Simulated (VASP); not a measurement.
Elastic constants (GPa) of a crystal from PBE GGA, VASP's PBE PAW potentials (set 64) run with VASP:

```
      xx    yy    zz    yz    xz    xy
--  ----  ----  ----  ----  ----  ----
xx  75.6  11.0  11.0   0.0   0.0   0.0
yy  11.0  75.6  11.0   0.0   0.0   0.0
zz  11.0  11.0  75.6   0.0   0.0   0.0
yz   0.0   0.0   0.0  14.8   0.0   0.0
xz   0.0   0.0   0.0   0.0  14.8   0.0
xy   0.0   0.0   0.0   0.0   0.0  14.8
```

### Question
Work out the Voigt, Reuss and Hill moduli, Young's modulus and Poisson's ratio.

### Answer
All eigenvalues are positive (smallest 14.8 GPa), so the crystal is stable. K_V = (C11+C22+C33+2(C12+C13+C23))/9 = (226.8 + 2×33.0)/9 = 32.5 GPa; G_V = (226.8 − 33.0 + 3×44.4)/15 = 21.8 GPa. From the compliances, K_R = 32.5 GPa and G_R = 18.9 GPa. Hill: K = 32.5 GPa, G = 20.3 GPa, E = 9KG/(3K+G) = 50.5 GPa, ν = (3K−2G)/(2(3K+G)) = 0.241. K/G = 1.60, below Pugh's 1.75; universal anisotropy A^U = 0.77.

### Question
With a density of 4.70 g/cm³, what are the mean sound speeds?

### Answer
v_l = √((K+4G/3)/ρ) = 3.56 km/s and v_t = √(G/ρ) = 2.08 km/s. The crystal is SrTe (rock salt), cubic.

The compound is SrTe in the rock salt structure. It was relaxed first.
